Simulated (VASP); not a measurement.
Data:

```
V
1.0
   -1.51500     1.51500     1.51500
    1.51500    -1.51500     1.51500
    1.51500     1.51500    -1.51500
V
1
Cartesian
  0.00000   0.00000   0.00000
```

Calculation: r2SCAN+rVV10, VASP's PBE PAW potentials (set 64) (plane waves; VASP). Run with 520 eV cut-off, 15×15×15 Γ-centred mesh, first-order Methfessel-Paxton smearing of 0.10 eV, potentials V_sv.

Energy and stress use the plane-wave basis of the starting cell.

**Question.** The ions, cell shape and volume are relaxed. What does this cell relax into?

**Answer.** 
```
V
1.0
   -1.48811     1.48811     1.48811
    1.48811    -1.48811     1.48811
    1.48811     1.48811    -1.48811
V
1
Direct
  0.00000   0.00000   0.00000
```
Space group Im-3m (229), at a tolerance of 0.03 Å.

**Question.** How do energy and volume change from the first to the last step?

**Answer.** The energy (σ→0) changes by -22.3 meV/atom and the volume by -5.2 %, in 4 ionic steps.

```json
[
 {"step": "1", "E(σ→0) (eV)": "-13.8222", "max force (eV/Å)": "0.000", "pressure (GPa)": "-9.45", "volume (Å³)": "13.91"},
 {"step": "2", "E(σ→0) (eV)": "-13.8061", "max force (eV/Å)": "0.000", "pressure (GPa)": "15.33", "volume (Å³)": "12.32"},
 {"step": "3", "E(σ→0) (eV)": "-13.8445", "max force (eV/Å)": "0.000", "pressure (GPa)": "-0.16", "volume (Å³)": "13.20"},
 {"step": "4", "E(σ→0) (eV)": "-13.8445", "max force (eV/Å)": "0.000", "pressure (GPa)": "0.05", "volume (Å³)": "13.18"}
]
```

The compound is V in the bcc structure. This run relaxes it. Symmetry was kept, so distortions that lower it aren't found. The run is not spin-polarised, so no magnetic state was tried.
